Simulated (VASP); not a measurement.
Data:

```
Se
1.0
    2.02950    -3.51521     0.00000
    2.02950     3.51521     0.00000
    0.00000     0.00000     5.13469
Se
3
Cartesian
  0.50344   0.87198   3.42313
  3.05213   0.00000   0.00000
  0.50344  -0.87198   1.71156
```

The numbers are results of PBE GGA with D4 dispersion, VASP's PBE PAW potentials (set 64) (plane waves; VASP), not measurements. Numerical set-up: 520 eV cut-off, Gaussian smearing of 0.050 eV, potentials Se.

Give the energies of bands 4 to 12 at the high-symmetry points, in eV from the valence-band maximum.

```json
[
 {"band": "4", "Γ": "-3.69", "M": "-5.53", "K": "-5.24", "A": "-4.70", "L": "-6.38", "H": "-5.96"},
 {"band": "5", "Γ": "-3.48", "M": "-5.00", "K": "-5.24", "A": "-3.14", "L": "-4.40", "H": "-5.52"},
 {"band": "6", "Γ": "-3.48", "M": "-3.84", "K": "-3.28", "A": "-3.14", "L": "-4.27", "H": "-5.52"},
 {"band": "7", "Γ": "-1.92", "M": "-3.60", "K": "-3.28", "A": "-1.44", "L": "-2.47", "H": "-1.20"},
 {"band": "8", "Γ": "-1.92", "M": "-1.51", "K": "-3.06", "A": "-1.39", "L": "-1.99", "H": "-0.06"},
 {"band": "9", "Γ": "-0.59", "M": "-1.03", "K": "-2.48", "A": "-1.39", "L": "-0.14", "H": "-0.06"},
 {"band": "10", "Γ": "1.40", "M": "1.41", "K": "3.19", "A": "0.88", "L": "1.26", "H": "0.44"},
 {"band": "11", "Γ": "1.40", "M": "1.66", "K": "3.19", "A": "0.90", "L": "2.44", "H": "2.16"},
 {"band": "12", "Γ": "2.01", "M": "4.20", "K": "3.68", "A": "0.90", "L": "2.91", "H": "2.16"}
]
```

The gap is indirect, 0.44 eV, from the valence maximum at L-H at 0.78 to the conduction minimum at H.

The compound is Se in the trig structure. It was relaxed first, which changed the volume by -11 %.
